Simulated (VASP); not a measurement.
Output of a VASP run:

File OUTCAR:
```
 ion  position               nearest neighbor table
   1  0.000  0.000  0.000-   3 2.70   4 2.70   5 2.70   3 2.70   4 2.70   4 2.70   5 2.70   4 2.70
                             3 2.70   5 2.70   3 2.70   5 2.70   2 3.30   2 3.30   2 3.30   2 3.30
   2  0.500  0.500  0.500-   3 1.91   4 1.91   5 1.91   5 1.91   3 1.91   4 1.91   1 3.30   1 3.30
                             1 3.30   1 3.30   1 3.30   1 3.30   1 3.30   1 3.30
   3  0.500  0.000  0.500-   2 1.91   2 1.91   1 2.70   1 2.70   1 2.70   1 2.70
   4  0.000  0.500  0.500-   2 1.91   2 1.91   1 2.70   1 2.70   1 2.70   1 2.70
   5  0.500  0.500  0.000-   2 1.91   2 1.91   1 2.70   1 2.70   1 2.70   1 2.70
  LATTYP: Found a simple cubic cell.
 ALAT       =     3.8155530627
 Subroutine PRICEL returns:
 Original cell was already a primitive cell.
 Subroutine GETGRP returns: Found 48 space group operations
The static configuration has the point symmetry O_h .
The dynamic configuration has the point symmetry O_h .
 Subroutine INISYM returns: Found 48 space group operations
 Subroutine IBZKPT returns following result:
 Found     20 irreducible k-points:

 Following reciprocal coordinates:
            Coordinates               Weight
  0.000000  0.000000  0.000000      1.000000
  0.142857  0.000000  0.000000      6.000000
  0.285714  0.000000  0.000000      6.000000
  0.428571  0.000000  0.000000      6.000000
  0.142857  0.142857  0.000000     12.000000
  0.285714  0.142857  0.000000     24.000000
  0.428571  0.142857  0.000000     24.000000
  0.285714  0.285714  0.000000     12.000000
  0.428571  0.285714  0.000000     24.000000
  0.428571  0.428571  0.000000     12.000000
  0.142857  0.142857  0.142857      8.000000
  0.285714  0.142857  0.142857     24.000000
  0.428571  0.142857  0.142857     24.000000
  0.285714  0.285714  0.142857     24.000000
  0.428571  0.285714  0.142857     48.000000
  0.428571  0.428571  0.142857     24.000000
  0.285714  0.285714  0.285714      8.000000
  0.428571  0.285714  0.285714     24.000000
  0.428571  0.428571  0.285714     24.000000
  0.428571  0.428571  0.428571      8.000000
   k-points           NKPTS =     20   k-points in BZ     NKDIM =     20   number of bands    NBANDS=     24
   number of dos      NEDOS =    301   number of ions     NIONS =      5
   total plane-waves  NPLWV =  21952
   dimension x,y,z NGX =    28 NGY =   28 NGZ =   28
   dimension x,y,z NGXF=    56 NGYF=   56 NGZF=   56
   ions per type =               1   1   3
   PREC   = accura    normal or accurate (medium, high low for compatibility)
   ISTART =      0    job   : 0-new  1-cont  2-samecut
   ICHARG =      2    charge: 1-file 2-atom 10-const
   ISPIN  =      1    spin polarized calculation?
   LNONCOLLINEAR =      F non collinear calculations
   LSORBIT =      F    spin-orbit coupling
   INIWAV =      1    electr: 0-lowe 1-rand  2-diag
   ENCUT  =  520.0 eV  38.22 Ry    6.18 a.u.   7.09  7.09  7.09*2*pi/ulx,y,z
   NELM   =    100;   NELMIN=  2; NELMDL= -5     # of ELM steps
   EDIFF  = 0.1E-05   stopping-criterion for ELM
   LREAL  =      F    real-space projection
   NLSPLINE    = F    spline interpolate recip. space projectors
   LMAXMIX     =    4 max onsite mixed and CHGCAR
   VOSKOWN=      0    Vosko Wilk Nusair interpolation
   EDIFFG = -.2E-01   stopping-criterion for IOM
   NSW    =     60    number of steps for IOM
   NBLOCK =      1;   KBLOCK =     60    inner block; outer block
   IBRION =      2    ionic relax: 0-MD 1-quasi-New 2-CG
   NFREE  =      1    steps in history (QN), initial steepest desc. (CG)
   ISIF   =      3    stress and relaxation
   ISYM   =      2    0-nonsym 1-usesym 2-fastsym
   TEIN   =    0.0    initial temperature
   TEBEG  =    0.0;   TEEND  =   0.0 temperature during run
   SMASS  =  -3.00    Nose mass-parameter (am)
   PSTRESS=    0.0 pullay stress
   NELECT =      41.0000    total number of electrons
   EFERMI =   0.00;   METHOD = LEGACY
   ISMEAR =     1;   SIGMA  =   0.10  broadening in eV -4-tet -1-fermi 0-gaus
   IALGO  =     38    algorithm
   LDIAG  =      T    sub-space diagonalisation (order eigenvalues)
   IMIX   =      4    mixing-type and parameters
     AMIX     =   0.40;   BMIX     =  1.00
     AMIX_MAG =   1.60;   BMIX_MAG =  1.00
...
```

**OSZICAR**
```
       N       E                     dE             d eps       ncg     rms          rms(c)
DAV:   1     0.460577284119E+03    0.46058E+03   -0.24162E+04   960   0.179E+03
DAV:   2    -0.163560980920E+02   -0.47693E+03   -0.47305E+03  1248   0.489E+02
DAV:   3    -0.408495522477E+02   -0.24493E+02   -0.24420E+02   992   0.125E+02
DAV:   4    -0.416409210715E+02   -0.79137E+00   -0.79110E+00  1704   0.191E+01
DAV:   5    -0.416445527716E+02   -0.36317E-02   -0.36319E-02  1104   0.130E+00    0.406E+01
DAV:   6    -0.327969823096E+02    0.88476E+01   -0.94551E+01  1344   0.753E+01    0.192E+01
DAV:   7    -0.318430563271E+02    0.95393E+00   -0.30277E+01  1128   0.499E+01    0.184E+01
DAV:   8    -0.311778217365E+02    0.66523E+00   -0.33570E+00  1064   0.170E+01    0.408E+00
DAV:   9    -0.311993527809E+02   -0.21531E-01   -0.30804E-01  1304   0.378E+00    0.179E+00
DAV:  10    -0.311873562735E+02    0.11997E-01   -0.22535E-01  1080   0.455E+00    0.751E-01
DAV:  11    -0.311819583941E+02    0.53979E-02   -0.39894E-02  1064   0.176E+00    0.211E-01
DAV:  12    -0.311818681637E+02    0.90230E-04   -0.18849E-03  1152   0.385E-01    0.950E-02
DAV:  13    -0.311818274591E+02    0.40705E-04   -0.29051E-04  1072   0.110E-01    0.150E-02
DAV:  14    -0.311818270494E+02    0.40969E-06   -0.28121E-05  1176   0.330E-02    0.759E-03
DAV:  15    -0.311818275904E+02   -0.54101E-06   -0.44368E-06   824   0.195E-02
   1 F= -.31181828E+02 E0= -.31180853E+02  d E =-.311818E+02
       N       E                     dE             d eps       ncg     rms          rms(c)
DAV:   1    -0.316253253018E+02   -0.44350E+00   -0.11087E+01   984   0.349E+01    0.746E+00
DAV:   2    -0.313050035151E+02    0.32032E+00   -0.22919E+00  1016   0.155E+01    0.268E+00
DAV:   3    -0.312072333696E+02    0.97770E-01   -0.81711E-01  1040   0.711E+00    0.185E+00
DAV:   4    -0.311818901063E+02    0.25343E-01   -0.11947E-01  1200   0.333E+00    0.779E-01
DAV:   5    -0.311805905590E+02    0.12995E-02   -0.11705E-02  1400   0.727E-01    0.674E-01
DAV:   6    -0.311814740935E+02   -0.88353E-03   -0.83624E-03  1144   0.534E-01    0.284E-01
DAV:   7    -0.311808823943E+02    0.59170E-03   -0.41267E-03  1112   0.367E-01    0.661E-02
DAV:   8    -0.311809110291E+02   -0.28635E-04   -0.34078E-04  1688   0.107E-01    0.268E-02
DAV:   9    -0.311809084996E+02    0.25295E-05   -0.18518E-05  1144   0.253E-02    0.953E-03
DAV:  10    -0.311809080069E+02    0.49272E-06   -0.33496E-06   848   0.108E-02
   2 F= -.31180908E+02 E0= -.31179884E+02  d E =0.919583E-03
       N       E                     dE             d eps       ncg     rms          rms(c)
DAV:   1    -0.313087194150E+02   -0.12781E+00   -0.29336E+00   992   0.177E+01    0.385E+00
DAV:   2    -0.312135868268E+02    0.95133E-01   -0.47207E-01  1016   0.696E+00    0.112E+00
DAV:   3    -0.311998314778E+02    0.13755E-01   -0.17091E-01  1056   0.322E+00    0.949E-01
DAV:   4    -0.311922217205E+02    0.76098E-02   -0.34382E-02  1224   0.181E+00    0.325E-01
DAV:   5    -0.311919658567E+02    0.25586E-03   -0.29515E-03  1440   0.359E-01    0.294E-01
DAV:   6    -0.311921500188E+02   -0.18416E-03   -0.15203E-03  1144   0.231E-01    0.138E-01
DAV:   7    -0.311920897006E+02    0.60318E-04   -0.74478E-04  1440   0.159E-01    0.260E-02
DAV:   8    -0.311920942919E+02   -0.45913E-05   -0.36335E-05  1488   0.360E-02    0.109E-02
DAV:   9    -0.311920946708E+02   -0.37895E-06   -0.55725E-06  1016   0.144E-02
   3 F= -.31192095E+02 E0= -.31191095E+02  d E =-.102671E-01
```

OUTCAR:
```
------------------------ aborting loop because EDIFF is reached ----------------------------------------
  FORCE on cell =-STRESS in cart. coord.  units (eV):
  Direction    XX          YY          ZZ          XY          YZ          ZX
  --------------------------------------------------------------------------------------
  Total        0.0036241      0.0036241      0.0036241      0.0000000     -0.0000000      0.0000000
  in kB        0.1027520      0.1027520      0.1027520      0.0000000     -0.0000000      0.0000000
  external PRESSURE =       0.1027520 kB  Pullay stress =       0.0000000 kB
  volume of cell :       56.51
      direct lattice vectors                 reciprocal lattice vectors
     3.837411583  0.000000000  0.000000000     0.260592323 -0.000000000  0.000000000
     0.000000000  3.837411583  0.000000000    -0.000000000  0.260592323  0.000000000
    -0.000000000 -0.000000000  3.837411583    -0.000000000 -0.000000000  0.260592323
 POSITION                                       TOTAL-FORCE (eV/Angst)
 -----------------------------------------------------------------------------------
      0.00000      0.00000      0.00000        -0.000000      0.000000      0.000000
      1.91871      1.91871      1.91871         0.000000     -0.000000      0.000000
      1.91871      0.00000      1.91871        -0.000000      0.000000      0.000000
      0.00000      1.91871      1.91871         0.000000     -0.000000      0.000000
      1.91871      1.91871      0.00000        -0.000000      0.000000      0.000000
 -----------------------------------------------------------------------------------
    total drift:                                0.000000      0.000000      0.000000
  FREE ENERGIE OF THE ION-ELECTRON SYSTEM (eV)
  ---------------------------------------------------
  free  energy   TOTEN  =       -31.1920946708 eV

  energy  without entropy=      -31.1890964915  energy(sigma->0) =      -31.19109528

 reached required accuracy - stopping structural energy minimisation
```
(Selected blocks of OUTCAR.)

**POSCAR**
```
SrVO3
1
    3.8155530627     0.0000000000     0.0000000000
    0.0000000000     3.8155530627     0.0000000000
   -0.0000000000    -0.0000000000     3.8155530627
Sr V O
1 1 3
Direct
  0.0000000000   0.0000000000   0.0000000000
  0.5000000000   0.5000000000   0.5000000000
  0.5000000000   0.0000000000   0.5000000000
  0.0000000000   0.5000000000   0.5000000000
  0.5000000000   0.5000000000   0.0000000000
```

Question: Reconstruct the remaining input files.

Answer: This is not unique; one that fits is the input of the run itself, rev-vdW-DF2, plane waves, VASP's PBE PAW potentials (set 64).

KPOINTS:
```
Automatic mesh
0
gamma
 7 7 7
```

**INCAR**
```
AGGAC = 0.0
ALGO = Normal
EDIFF = 1E-6
EDIFFG = -0.02
ENCUT = 520
GGA = MK
IBRION = 2
ISIF = 3
ISMEAR = 1
LASPH = .TRUE.
LCHARG = .FALSE.
LMAXMIX = 4
LREAL = .FALSE.
LUSE_VDW = .TRUE.
LWAVE = .FALSE.
NELM = 100
NSW = 60
PARAM1 = 0.1234568
PARAM2 = 0.7114
PREC = Accurate
SIGMA = 0.1
SYSTEM = SrVO3
ZAB_VDW = -1.8867
```

POTCAR, in this order: Sr_sv V_sv O (PBE.64 set). Program: vasp_std.

The compound is SrVO3 in the cubic perovskite structure. This run relaxes it. Symmetry was kept, so distortions that lower it aren't found. The start is the result of an earlier pass. The run is not spin-polarised, so no magnetic state was tried. The electron count is odd and the run is not spin-polarised, which forces a metal.
